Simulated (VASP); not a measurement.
Given:

```xyz
2
Lattice="3.1712 0.0000 0.0000 -1.5856 2.7464 0.0000 0.0000 0.0000 5.0503" Properties=species:S:1:pos:R:3 pbc="T T T"
Zr     1.5856     0.9155     0.0000
Hf     0.0000     0.0000     2.5251
```

Level of theory: PBEsol GGA with spin-orbit coupling, VASP's PBE PAW potentials (set 64) (plane waves; VASP 6.6.1). Numerical set-up: 400 eV cut-off, 12×12×7 Γ-centred mesh, Gaussian smearing of 0.050 eV, potentials Zr_sv Hf_pv.

Task: Give the energies of bands 16 to 29 at the high-symmetry points, in eV from the Fermi level.

Result: 
```json
[
 {"band": "16", "Γ": "-6.72", "M": "-3.04", "K": "-2.24", "A": "-5.30", "L": "-3.49", "H": "-1.90"},
 {"band": "17", "Γ": "-3.39", "M": "-2.76", "K": "-1.69", "A": "-4.12", "L": "-3.02", "H": "-1.67"},
 {"band": "18", "Γ": "-3.39", "M": "-2.76", "K": "-1.64", "A": "-4.12", "L": "-3.02", "H": "-1.49"},
 {"band": "19", "Γ": "0.88", "M": "-2.31", "K": "-1.54", "A": "-0.07", "L": "-1.13", "H": "-1.44"},
 {"band": "20", "Γ": "0.88", "M": "-2.31", "K": "-1.41", "A": "-0.07", "L": "-1.13", "H": "-1.38"},
 {"band": "21", "Γ": "1.03", "M": "-0.42", "K": "-1.36", "A": "0.19", "L": "-1.08", "H": "-1.30"},
 {"band": "22", "Γ": "1.03", "M": "-0.42", "K": "-1.22", "A": "0.19", "L": "-1.08", "H": "-1.26"},
 {"band": "23", "Γ": "1.10", "M": "0.63", "K": "0.12", "A": "0.76", "L": "1.32", "H": "-0.25"},
 {"band": "24", "Γ": "1.10", "M": "0.63", "K": "0.14", "A": "0.76", "L": "1.32", "H": "-0.01"},
 {"band": "25", "Γ": "1.18", "M": "0.87", "K": "0.43", "A": "0.84", "L": "1.77", "H": "0.00"},
 {"band": "26", "Γ": "1.18", "M": "0.87", "K": "0.56", "A": "0.84", "L": "1.77", "H": "0.04"},
 {"band": "27", "Γ": "1.66", "M": "1.64", "K": "1.97", "A": "0.88", "L": "2.32", "H": "2.22"},
 {"band": "28", "Γ": "1.66", "M": "1.64", "K": "1.98", "A": "0.88", "L": "2.32", "H": "2.23"},
 {"band": "29", "Γ": "2.01", "M": "5.40", "K": "4.78", "A": "1.15", "L": "2.72", "H": "2.37"}
]
```

It has no gap at this level: it comes out as a metal or semimetal.

The structure comes from a computed database's HfZr entry (P-6m2); how it stands against other phases isn't given here. It was relaxed first.
